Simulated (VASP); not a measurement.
Li7H6Cl2O6 (a cell with a defect): single point with PBE

The system is Li7H6Cl2O6 (a cell with a defect).

```
Li H Cl O
1.0
     5.56674    0.00000    0.00000
     0.00000    7.62802    0.00000
    -0.48920    0.00000    6.38311
Li H Cl O
7 6 2 6
Direct
  0.01729 0.66311 0.15148
  0.02189 0.27559 0.97581
  0.64580 0.72267 0.27839
  0.43203 0.29761 0.83876
  0.38453 0.51913 0.18352
  0.86777 0.93313 0.73513
  0.49512 0.93254 0.96174
  0.28187 0.86025 0.30108
  0.78253 0.28739 0.66020
  0.17527 0.58638 0.81452
  0.94633 0.99345 0.09155
  0.85022 0.43216 0.28055
  0.30299 0.10784 0.65730
  0.69405 0.69835 0.69927
  0.17709 0.30308 0.30524
  0.34433 0.77637 0.20499
  0.72716 0.25952 0.79645
  0.73370 0.52244 0.22959
  0.25766 0.07039 0.80017
  0.16983 0.50982 0.92417
  0.80976 0.91593 0.05483
```

```yaml
Program: VASP 6.6.1
Task: single point
Functional: PBE
Potentials_or_basis: VASP PAW PBE potentials, release 64 (Li_sv, H, Cl, O)
Cutoff: 520 eV
k_mesh: 2 × 2 × 2
Occupations: fermi-dirac, width 0.05 eV
Spin: no spin polarisation
```

```
Largest force          : 4.090 eV/Å
Band gap on the k mesh : 3.34 eV, indirect (least direct gap 3.43 eV)
```

Forces in eV/Å, atoms in the order of the input:
```
Li  -0.144  0.036 -1.252
Li  -0.475  0.538 -1.079
Li   0.318  1.723  0.811
Li  -0.702  0.602  0.248
Li   0.602  0.100 -0.592
Li   0.778  1.401  1.078
Li  -0.496 -0.247 -0.040
H    0.193  0.072  0.134
H    0.024  0.308  0.091
H    0.217  1.927 -2.501
H   -0.425 -0.182  0.146
H   -0.751  0.303 -0.136
H   -0.601 -0.666  1.132
Cl  -0.729 -0.579 -1.121
Cl   0.222 -1.084  1.029
O   -1.085  0.234 -0.068
O    0.977 -0.964 -0.415
O    0.714 -1.134 -0.172
O   -0.066  0.559 -1.023
O    0.472 -2.865  2.880
O    0.957 -0.082  0.850
```

Levels at points of the mesh, in eV from the valence-band top:
| k point | band 37 | band 38 | band 39 | band 40 | band 41 | band 42 |
| --- | --- | --- | --- | --- | --- | --- |
| (0.00, 0.00, 0.00) | -0.35 | -0.21 | -0.09 | 3.34 | 5.57 | 6.15 |
| (0.50, 0.00, 0.00) | -0.46 | -0.12 | 0.00 | 4.30 | 4.91 | 6.49 |
| (0.00, 0.50, 0.00) | -0.46 | -0.28 | -0.05 | 3.85 | 4.75 | 6.40 |
| (0.50, 0.50, 0.00) | -0.42 | -0.13 | -0.01 | 4.53 | 5.16 | 5.75 |
| (0.00, 0.00, 0.50) | -0.36 | -0.32 | -0.10 | 4.03 | 5.30 | 5.70 |
| (0.50, 0.00, 0.50) | -0.55 | -0.18 | -0.03 | 4.55 | 5.15 | 5.89 |
| (0.00, 0.50, 0.50) | -0.42 | -0.29 | -0.12 | 4.22 | 5.16 | 5.52 |
| (0.50, 0.50, 0.50) | -0.50 | -0.17 | -0.04 | 4.66 | 5.28 | 5.86 |

Run time: 2.7 min on 1 thread of Intel(R) Xeon(R) 6975P-C (Granite Rapids), with other jobs on the host, peak memory 0.38 GiB.

Caveat: the k mesh is coarse (spacing up to 0.57 Å⁻¹), so the values aren't converged; the cell carries a net charge on a neutralising background, which shifts energy and pressure; the cell is charged against a uniform background, so pressure and absolute levels hang on convention.
